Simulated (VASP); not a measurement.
A cell of Ga (alpha) near equilibrium:

```xyz
4
Lattice="2.2095 -3.7937 0.0000 2.2095 3.7937 0.0000 0.0000 0.0000 4.5449" Properties=species:S:1:pos:R:3 pbc="T T T"
Ga     2.2095     2.6126     4.1609
Ga     2.2095     1.1811     1.8885
Ga     2.2095    -1.1811     2.6564
Ga     2.2095    -2.6126     0.3840
```

These are r2SCAN meta-GGA, VASP's PBE PAW potentials (set 64) (plane waves; VASP) values and carry that method's errors.

```csv
run,ΔE (meV/atom),σxx,σyy,σzz,"largest shear component, with its sign (GPa)",largest force (eV/Å)
as it is,0.0,0.29,0.55,0.45,0.00,0.015
after one change,5.7,0.70,4.38,0.71,0.00,0.139
```
Stress is in GPa, positive when the cell is compressed.

Problem. Name the change that produced these shifts.
(A) uniaxial strain of -1.5 % along x
(B) uniaxial strain of +4.0 % along z
(C) uniaxial strain of -2.0 % along y
(D) atom 4 (Ga) moved by -0.200 Å along x

Solution. C, uniaxial strain of -2.0 % along y

The compound is Ga in the alpha structure.
